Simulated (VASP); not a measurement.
Here is a VASP 6.6.1 calculation.

The input INCAR:

```
ALGO = Fast ; EDIFF = 1E-6
EDIFFG = -0.01 ; ENCUT = 600
GGA = PE ; IBRION = 2
ISIF = 3 ; ISMEAR = 1
LASPH = True ; LCHARG = False
LREAL = False ; LWAVE = False
NELM = 100 ; NSW = 60
PREC = Accurate ; SIGMA = 0.2
```

The input KPOINTS:

```
k-points
0
Gamma
  6 6 6
```

POSCAR

```
BaY
1.0
    4.4203700000      0.0000000000      0.0000000000
    0.0000000000      4.4203700000      0.0000000000
    0.0000000000      0.0000000000      4.4203700000
Ba Y
1 1
Direct
    0.0000000000      0.0000000000      0.0000000000
    0.5000000000      0.5000000000      0.5000000000
```

Potentials or basis: VASP PAW PBE potentials, release 64 (Ba_sv, Y_sv).

Command:

```bash
$ cat potpaw_PBE.64/Ba_sv/POTCAR potpaw_PBE.64/Y_sv/POTCAR > POTCAR
$ mpirun -np 1 vasp_std > vasp.out
```

(1) What does it give for the band gap on the k mesh?

Answers

(1) none (metal or under the smearing width).

Caveat: the relaxation stopped at its first step, so nothing moved.
